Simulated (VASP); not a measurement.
An input for Quantum ESPRESSO's pw.x (written as the equivalent of a VASP run, and not itself run):

```
&CONTROL
  calculation = 'vc-relax'
  pseudo_dir = './pseudo'
  outdir = './out'
  tprnfor = .true.
  tstress = .true.
  nstep = 40
  forc_conv_thr = 0.00078
/
&SYSTEM
  ibrav = 0
  nat = 4
  ntyp = 2
  ecutwfc = 82
  occupations = 'smearing'
  smearing = 'gaussian'
  degauss = 0.003675
  input_dft = 'pbe'
/
&ELECTRONS
  conv_thr = 7.3e-08
  electron_maxstep = 100
/
&IONS
/
&CELL
/
ATOMIC_SPECIES
  Ag 107.868 Ag.upf
  I 126.904 I.upf
CELL_PARAMETERS angstrom
     2.3374386   -4.0485628    0.0000000
     2.3374386    4.0485628    0.0000000
     0.0000000    0.0000000    7.6357040
ATOMIC_POSITIONS crystal
  Ag   0.6666670  0.3333330  0.5001138
  Ag   0.3333330  0.6666670  0.0001138
  I    0.6666670  0.3333330  0.8748862
  I    0.3333330  0.6666670  0.3748862
K_POINTS automatic
  6 6 3 0 0 0
```

Translate this input to VASP (INCAR, KPOINTS, POSCAR, choice of POTCAR).

Several could match; the one computed here: 
File KPOINTS:
```
Automatic mesh
0
Gamma
6 6 3
0 0 0
```

**INCAR**
```
SYSTEM = AgI
PREC = Accurate
ENCUT = 500
EDIFF = 1E-6
NELM = 100
ALGO = Normal
LREAL = .FALSE.
LASPH = .TRUE.
ISMEAR = 0
SIGMA = 0.05
GGA = PE
LMAXMIX = 4
LWAVE = .FALSE.
LCHARG = .FALSE.
IBRION = 2
ISIF = 3
NSW = 40
EDIFFG = -0.02
```

### POSCAR
```
AgI
1.0
  2.3374385631  -4.0485627696   0.0000000000
  2.3374385631   4.0485627696   0.0000000000
  0.0000000000   0.0000000000   7.6357040288
Ag I
2 2
Cartesian
  2.3374385631  -1.3495236222   3.8187212461
  2.3374385631   1.3495236222   0.0008692317
  2.3374385631  -1.3495236222   6.6803717935
  2.3374385631   1.3495236222   2.8625197791
```

POTCAR, in this order: Ag I (PBE.64 set). Program: vasp_std.

What does not carry over: the potentials are each code's own (VASP's PAW set, PseudoDojo norm-conserving files in pw.x), so ENCUT and ecutwfc are chosen apart and not converted; conv_thr bounds pw.x's estimated SCF error, while EDIFF bounds the energy change between steps; forc_conv_thr acts on force components and is met together with etot_conv_thr.

The compound is AgI in the wurtzite structure. This run relaxes it. Symmetry was kept, so distortions that lower it aren't found.
